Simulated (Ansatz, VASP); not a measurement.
## Cross-check of Si7Ge3 (amorphous Si0.7Ge0.3) between VASP and Ansatz

Aim: how closely do two programs agree when they are given the same cell, functional and k mesh? The cell is taken from a series of runs on this material, whose earlier steps may have relaxed, scaled, displaced or heated it; both programs get it as it stands.

Calculated with Ansatz 0.2.0; plane waves, with VASP 6.6.1 beside it; single point at PBE.

## 1. Set-up

The cell holds 120 atoms: 84 Si and 36 Ge. Its edges and angles: a = 13.739 Å, b = 13.565 Å, c = 13.803 Å, α = 89.7°, β = 90.0°, γ = 88.7°. As first built, before any earlier steps moved the atoms (in the runner's words): 120 atoms (84 Si, 36 Ge) placed at random at 3.16 g/cm^3, melted at 3500 K for 10 ps at fixed volume with the Tersoff potential (Tersoff, Phys. Rev. B 39, 5566 (1989)). Quenched from 3500 K to 700 K at 30 K/ps and fixed volume, held 5 ps, then minimised at fixed cell.

## 2. VASP: single point, PBE

A single point gives forces, pressure and levels at one fixed geometry, so differences don't come from the geometry; what else differs is listed under the comparison.

Lines of VASP's logs that name or quote its potential files are left out, and so is its time.

INCAR

```
SYSTEM = Si7Ge3
PREC = Accurate
ENCUT = 500
EDIFF = 1E-06
NELM = 120
ISMEAR = 0
SIGMA = 0.05
LREAL = Auto
ALGO = Normal
GGA = PE
NBANDS = 512
LORBIT = 11
LWAVE = .FALSE.
LCHARG = .FALSE.
ISIF = 2
LASPH = .TRUE.
GGA_COMPAT = .FALSE.
EFERMI = MIDGAP
NCORE = 4
```

POSCAR

```
Si7Ge3
1.0
   13.7384900000      0.1598400000      0.0008100000
    0.1598400000     13.5635300000      0.0365500000
    0.0008100000      0.0365500000     13.8033000000
Si Ge
84 36
Direct
    0.8286100000      0.3082000000      0.2482100000
    0.2851700000      0.0643600000      0.0259100000
    0.1966100000      0.9321000000      0.1031900000
    0.2588800000      0.7245100000      0.8539000000
    0.7913800000      0.5027600000      0.4195400000
    0.2774400000      0.0431600000      0.4094400000
    0.8635500000      0.0317600000      0.0968000000
    0.5892400000      0.6626400000      0.2847600000
    0.4008000000      0.2727700000      0.1425700000
    0.8140100000      0.7633900000      0.0828400000
    0.3824200000      0.7542200000      0.4546400000
    0.7657500000      0.1081700000      0.4860900000
    0.5632500000      0.3546100000      0.8675000000
    0.6636000000      0.1179400000      0.3490600000
    0.9004700000      0.7351900000      0.5204100000
    0.6365200000      0.4767100000      0.4837400000
    0.1918500000      0.0044700000      0.6908400000
    0.4309800000      0.4589700000      0.9054500000
    0.5437800000      0.7689000000      0.4147000000
    0.7029800000      0.3407600000      0.7626900000
    0.3044400000      0.3504900000      0.2642900000
    0.1289800000      0.5146900000      0.5003600000
    0.1225300000      0.6228300000      0.8516000000
    0.0854400000      0.5973400000      0.1724900000
    0.2152800000      0.2510600000      0.6630300000
    0.1905700000      0.1976400000      0.9602800000
    0.7568500000      0.6254800000      0.3013300000
    0.0593100000      0.7784300000      0.5741200000
    0.6581200000      0.3653000000      0.0098400000
    0.9030500000      0.1482300000      0.2269300000
[... 84 atom lines left out ...]
    0.6767800000      0.9852000000      0.7959400000
    0.8852400000      0.4356100000      0.1292700000
    0.4191000000      0.7392700000      0.0344800000
    0.7534700000      0.1436000000      0.9948800000
    0.1447800000      0.1561700000      0.7953200000
    0.9509700000      0.9810300000      0.7565100000
```

KPOINTS

```
Automatic mesh
0
Gamma
1 1 1
0 0 0
```

PAW data sets: Si and Ge_d (PBE family, release 64).

Run with:

```bash
$ mpirun -np 16 vasp_gam
```

Numbers of over 12 decimals in the logs are rounded to 6 here.

The program printed:

```text
[banner, memory and clock lines left out]
running   16 mpi-ranks, on    1 nodes
[...]
LDA part: xc-table for (Slater+PW92), standard interpolation
 POSCAR, INCAR and KPOINTS ok, starting setup
[...]
entering main loop
       N       E                     dE             d eps       ncg     rms          rms(c)
DAV:   1     0.167361943795E+05    0.16736E+05   -0.29443E+05  1192   0.327E+03
DAV:   2     0.321342130820E+04   -0.13523E+05   -0.13089E+05  1024   0.888E+02
DAV:   3    -0.640570462445E+02   -0.32775E+04   -0.30837E+04  1176   0.266E+02
DAV:   4    -0.568202028792E+03   -0.50414E+03   -0.47729E+03  1272   0.105E+02
[...]
DAV:  17    -0.589642443261E+03   -0.30855E-05   -0.84288E-06  1088   0.228E-02    0.273E-03
DAV:  18    -0.589642444594E+03   -0.13329E-05   -0.44451E-06   888   0.662E-03    0.169E-03
DAV:  19    -0.589642444806E+03   -0.21180E-06   -0.12684E-06   768   0.632E-03
   1 F= -.58964244E+03 E0= -.58964239E+03  d E =-.118934E-03
```

From OUTCAR (step 2):

```text
  FREE ENERGIE OF THE ION-ELECTRON SYSTEM (eV)
  ---------------------------------------------------
  free  energy   TOTEN  =      -589.6424448058 eV

  energy  without entropy=     -589.6423258720  energy(sigma->0) =     -589.64238534
```

The run ends at a pressure of -0.09 GPa, with forces up to 0.030 eV/Å.

## 3. Ansatz: single point, PBE

Ansatz runs on its default PAW (the set named soft_2) files.

The same cell, functional, mesh and smearing now go to Ansatz, which takes its cutoff from its data sets.

input.yaml

```yaml
crystal:
  lattice:
    - [13.73849, 0.15984, 0.00081]
    - [0.15984, 13.56353, 0.03655]
    - [0.00081, 0.03655, 13.8033]
  atoms:
    - { symbol: Si, position: [0.82861, 0.3082, 0.24821] }
    - { symbol: Si, position: [0.28517, 0.06436, 0.02591] }
    - { symbol: Si, position: [0.19661, 0.9321, 0.10319] }
    - { symbol: Si, position: [0.25888, 0.72451, 0.8539] }
    - { symbol: Si, position: [0.79138, 0.50276, 0.41954] }
    - { symbol: Si, position: [0.27744, 0.04316, 0.40944] }
    - { symbol: Si, position: [0.86355, 0.03176, 0.0968] }
    - { symbol: Si, position: [0.58924, 0.66264, 0.28476] }
    - { symbol: Si, position: [0.4008, 0.27277, 0.14257] }
    - { symbol: Si, position: [0.81401, 0.76339, 0.08284] }
    - { symbol: Si, position: [0.38242, 0.75422, 0.45464] }
    - { symbol: Si, position: [0.76575, 0.10817, 0.48609] }
    - { symbol: Si, position: [0.56325, 0.35461, 0.8675] }
    - { symbol: Si, position: [0.6636, 0.11794, 0.34906] }
    - { symbol: Si, position: [0.90047, 0.73519, 0.52041] }
    - { symbol: Si, position: [0.63652, 0.47671, 0.48374] }
    - { symbol: Si, position: [0.19185, 0.00447, 0.69084] }
    - { symbol: Si, position: [0.43098, 0.45897, 0.90545] }
    - { symbol: Si, position: [0.54378, 0.7689, 0.4147] }
    - { symbol: Si, position: [0.70298, 0.34076, 0.76269] }
    - { symbol: Si, position: [0.30444, 0.35049, 0.26429] }
    - { symbol: Si, position: [0.12898, 0.51469, 0.50036] }
    - { symbol: Si, position: [0.12253, 0.62283, 0.8516] }
    - { symbol: Si, position: [0.08544, 0.59734, 0.17249] }
    - { symbol: Si, position: [0.21528, 0.25106, 0.66303] }
    - { symbol: Si, position: [0.19057, 0.19764, 0.96028] }
    - { symbol: Si, position: [0.75685, 0.62548, 0.30133] }
    - { symbol: Si, position: [0.05931, 0.77843, 0.57412] }
    - { symbol: Si, position: [0.65812, 0.3653, 0.00984] }
    - { symbol: Si, position: [0.90305, 0.14823, 0.22693] }
[... 84 atom lines left out ...]
    - { symbol: Ge, position: [0.67678, 0.9852, 0.79594] }
    - { symbol: Ge, position: [0.88524, 0.43561, 0.12927] }
    - { symbol: Ge, position: [0.4191, 0.73927, 0.03448] }
    - { symbol: Ge, position: [0.75347, 0.1436, 0.99488] }
    - { symbol: Ge, position: [0.14478, 0.15617, 0.79532] }
    - { symbol: Ge, position: [0.95097, 0.98103, 0.75651] }
kpoints:
  mp_grid: { grid: [1, 1, 1] }
hamiltonian:
  xc: pbe
scf:
  occupations: { method: gaussian, width: 0.05 }
output:
  forces: true
  stress: true
  populations: true
  dos:
    method: { smearing: { sigma: 0.08 } }
    de: 0.1
    projected: { site_lists: { Ge: [Ge], Si: [Si] } }
  eigenvalues: true
  write_density: true
  write_potential: true
  volumetric_format: npy
  elf: true
```

Run with:

```bash
$ ansatz run input.yaml --threads 8 --pin off --max-ram 15872MiB --backend cpu --events-out ev --progress --plain --runs-dir out
```

The program printed:

```text
Engine: ansatz 0.2.0, x86_64-unknown-linux-gnu
Pseudopotentials: kind: paw
Pseudopotential: Si, paw, valence charge 4, recommended cutoff 420 eV (normal), Si.paw.azcp
Pseudopotential: Ge, paw, valence charge 14, recommended cutoff 420 eV (normal), Ge.paw.azcp
Functional definition: PBE
  parameter kappa = 0.804
  parameter beta = 0.066725
  exchange = pbe_x(kappa = kappa, mu = beta*pi^2/3)
  correlation = pbe_c(beta = beta)
Crystal: 120 atoms, lattice volume = 2571.769 Å³
Basis set: ecut = 420 eV, 50275 PW (Γ), exchange–correlation on 192×192×192 points (8 copies of the dense FFT grid, shifted against one another)
Bands: 540, of which v1, the nominal top of the filled ones, is band 420 counted from 1 (419 counted from 0)
Symmetry: 1 space group operations
Space group: P1 (ITA 1), of the structure as read, at distance tolerance 1.4e-4 Å
k-points: 1
Non-local potential: Si, projectors of the file, l = 0: 2, l = 1: 2, l = 2: 2
Non-local potential: Ge, projectors of the file, l = 0: 2, l = 1: 2, l = 2: 3, l = 3: 1
PAW form: soft (Blöchl's): semilocal exchange-correlation on the pseudo side does not see the compensation charge
PAW one-centre angular grid: Si, 110 points (default); XC on 64 Gauss nodes
PAW one-centre angular grid: Ge, 590 points (default); XC on 64 Gauss nodes
Initial density: superposition of atomic densities (neutral atoms: chi_scale 0, normalization atom), corrected by the library's trained network
Initial wavefunctions: pseudopotential atomic-orbital guess
Functional: x = pbe(κ = 0.804, μ = 0.219515), c = pbe(β = 0.066725)
SCF iter   1: F=—  HF=-207998.885614 eV  |F-HF|=—  |Δ(HF+E_count)|=         —  Δρ=3.15e-3  dr2=7.94e-1  ethr=1.77e-3  ⟨swp⟩=6.0  Hψ=2181  notcnv=0  defer=29
preconditioner: auto → Resta (q_TF=auto, 2.264 Å⁻¹)  ε∞=5.4  [insulator: Δε(μ)=0.289 eV  Ē_g=7.605 eV  σ=0.050 eV  W_gap=1.00  n_scr=480 (ndim 8)  ℏωp=16.0 eV  f_vac=0.016  D(μ)=0.01/eV (n_scr^D=0)  ε∞_Penn≈5.4]
SCF iter   2: F=—  HF=-207998.776917 eV  |F-HF|=—  |Δ(HF+E_count)|=   1.09e-1  Δρ=1.72e-3  dr2=1.27e-1  ethr=9.46e-5  ⟨swp⟩=2.0  Hψ=622  notcnv=0  defer=64
SCF iter   3: F=—  HF=-207998.764409 eV  |F-HF|=—  |Δ(HF+E_count)|=   1.25e-2  Δρ=8.35e-4  dr2=3.25e-2  ethr=1.51e-5  ⟨swp⟩=2.0  Hψ=704  notcnv=0  defer=64
SCF iter   4: F=—  HF=-207998.764758 eV  |F-HF|=—  |Δ(HF+E_count)|=   3.49e-4  Δρ=2.34e-4  dr2=5.81e-3  ethr=3.86e-6  ⟨swp⟩=2.0  Hψ=563  notcnv=0  defer=64
SCF iter   5: F=—  HF=-207998.765273 eV  |F-HF|=—  |Δ(HF+E_count)|=   5.15e-4  Δρ=1.01e-4  dr2=1.48e-3  ethr=6.92e-7  ⟨swp⟩=2.0  Hψ=847  notcnv=0  defer=64
SCF iter   6: F=—  HF=-207998.765489 eV  |F-HF|=—  |Δ(HF+E_count)|=   2.16e-4  Δρ=4.76e-5  dr2=2.10e-4  ethr=1.77e-7  ⟨swp⟩=2.0  Hψ=847  notcnv=0  defer=64
SCF iter   7: F=—  HF=-207998.765565 eV  |F-HF|=—  |Δ(HF+E_count)|=   7.68e-5  Δρ=2.09e-5  dr2=5.55e-5  ethr=2.50e-8  ⟨swp⟩=2.0  Hψ=847  notcnv=0  defer=64
SCF iter   8: F=—  HF=-207998.765750 eV  |F-HF|=—  |Δ(HF+E_count)|=   1.85e-4  Δρ=9.92e-6  dr2=1.62e-5  ethr=6.61e-9  ⟨swp⟩=2.0  Hψ=954  notcnv=0  defer=114
SCF iter   9: F=—  HF=-207998.765756 eV  |F-HF|=—  |Δ(HF+E_count)|=   5.22e-6  Δρ=4.63e-6  dr2=2.71e-6  ethr=1.93e-9  ⟨swp⟩=2.0  Hψ=847  notcnv=0  defer=114
SCF iter  10: F=—  HF=-207998.765757 eV  |F-HF|=—  |Δ(HF+E_count)|=   1.70e-6  Δρ=2.12e-6  dr2=4.31e-7  ethr=3.23e-10  ⟨swp⟩=2.0  Hψ=752  notcnv=0  defer=114
SCF iter  11: F=—  HF=-207998.765758 eV  |F-HF|=—  |Δ(HF+E_count)|=   3.73e-7  Δρ=1.11e-6  dr2=1.81e-7  ethr=1.19e-11  ⟨swp⟩=17.0  Hψ=4264  notcnv=0
SCF iter  12: F=-207998.765758 eV  HF=-207998.765758 eV  |F-HF|=8.27e-9  |Δ(HF+E_count)|=   6.53e-8  Δρ=5.04e-7  dr2=1.99e-8  ethr=1.19e-11  ⟨swp⟩=8.0  Hψ=2931  notcnv=0
SCF 1 converged in 12 iterations: F = -207998.765758 eV  dr2 = 1.99e-8
  greatest PAW one-centre occupation: 0.998 electrons in one spin orbital (limit 2), on the Ge atom at site 90 (counted from 0), in its partial waves of l = 2
SCF converged after 12 iterations
Free energy (F): -207998.765758 eV
Harris-Foulkes:  -207998.765758 eV  (|F-HF|=8.27e-9)
Internal energy: -207998.765643 eV  (E = F + TS)
E sigma→0 (E₀):  -207998.765700 eV
Entropy (-TS):   -0.000115 eV (-0.001 meV/atom)
Fermi energy:    6.849270 eV
--- Per-component energies (eV) ---
  E_band       = -5642.005719
  E_kinetic    = 7336.877544
  E_local      = -115988.721568  (includes V_loc(G=0)·N_el)
  E_nonlocal   = 17211.277124
  E_hartree    = 51719.188842
  E_xc         = -7331.889054
  E_vxc        = -6218.802040  (∫ρ·V_xc dr)
  E_paw        = -115753.013741  (= ΣΔE_a)
  E_vpaw       = -11421.021681  (= ΣTr[D̂ρ^β])
  E_aug_tail   = 0.011480  (compensation charges beyond the density's cutoff)
  E_ewald      = -45192.496269
  E_smearing   = -0.000115  (= −TS)
  E_closure    = 0.000000  (closes the sum)
  Σ components = -207998.765758   (vs F -207998.765758, Δ=0.00e0)
--- Forces (eV/Å), atoms counted from 1 ---
[...]
atom 112  Ge    -0.00227465     0.00231275     0.00730633
  atom 113  Ge     0.00306701     0.00131693    -0.00109469
  atom 114  Ge     0.00430166    -0.00599130     0.00397367
  atom 115  Ge    -0.00393247    -0.00169535    -0.00449779
  atom 116  Ge    -0.00646463    -0.00364131    -0.00423096
  atom 117  Ge     0.00164002    -0.00542037    -0.00431736
  atom 118  Ge     0.00081001    -0.00165504     0.00191155
  atom 119  Ge    -0.00160577     0.00118200     0.00007336
  atom 120  Ge    -0.00225154     0.00428529    -0.00022852
  max |Σ_I F_I| component: 1.48e-5 eV/Å
--- Stress (GPa, compression-positive) ---
       -0.002805      -0.001663      -0.015707
       -0.001663       0.006661       0.007272
       -0.015707       0.007272      -0.010100
  P = ⅓ Tr σ = -0.0021 GPa (-0.021 kbar)
--- Band table (eV) ---
  k-point 0: bands = [... 416 lower, 6.3512, 6.4146, 6.6212, 6.7248, 6.9737, 7.1288, 7.1740, 7.1978, ... 116 higher]
--- Löwdin populations: 120 sites ---
  site symbol       q [e]
     0     Si      3.9128
     1     Si      3.9333
     2     Si      3.8983
     3     Si      3.9065
     4     Si      3.9723
     5     Si      3.9650
     6     Si      3.9195
     7     Si      3.9420
     8     Si      3.9763
     9     Si      3.9556
    10     Si      3.9050
    11     Si      3.9825
    12     Si      3.9528
    13     Si      3.9255
    14     Si      3.9457
    15     Si      3.9218
    16     Si      3.8506
    17     Si      3.9344
    18     Si      3.9698
    19     Si      3.9019
    20     Si      3.9528
    21     Si      3.9444
    22     Si      3.9392
    23     Si      3.9375
[...]
112     Ge     14.0304
   113     Ge     13.9849
   114     Ge     13.9992
   115     Ge     14.0282
   116     Ge     13.9729
   117     Ge     14.0477
   118     Ge     14.0264
   119     Ge     13.9838
  spilling = 0.005611 (of n_electrons = 840.000000)
```

## 4. Comparison

Known differences besides the potentials themselves: the cutoff is 420 eV in Ansatz and 500 eV in VASP (PREC = Accurate, projectors in real space). Total energies have different zeros and are not compared.

Both answers:

```tsv
quantity	Ansatz	VASP	difference
pressure (GPa)	0.00	-0.09	+0.09
gap on the k mesh (eV)	0.249	0.248	+0.001
```

At this near-relaxed geometry the largest component of a force difference is 9 meV/Å. A gap on the mesh is an upper bound, since the band edges may lie between its points.

## 5. Results

| Item | Value |
| --- | --- |
| difference in gap on the k mesh (single point, PBE) | 7.6e-4 eV |

What this shows: The difference in gap on the k mesh is 7.6e-4 eV (single point, PBE), within the 0.08 eV picked in this series as the mark of a large difference. How closely two codes agree says nothing of how well the functional describes the real material.

[Lines on the potential files, build, host, timing and source positions are cut from VASP's logs without a mark.]

[Logs are printed without paths, hosts, clocks, repeated set-up lines and the standing remarks that a program may print on its own settings, such as how far it seeks lower states.]

[Hosts, paths, dates, database ids (printed as entryN), source tags and the programs' standing remarks are cut or masked in the printed files.]
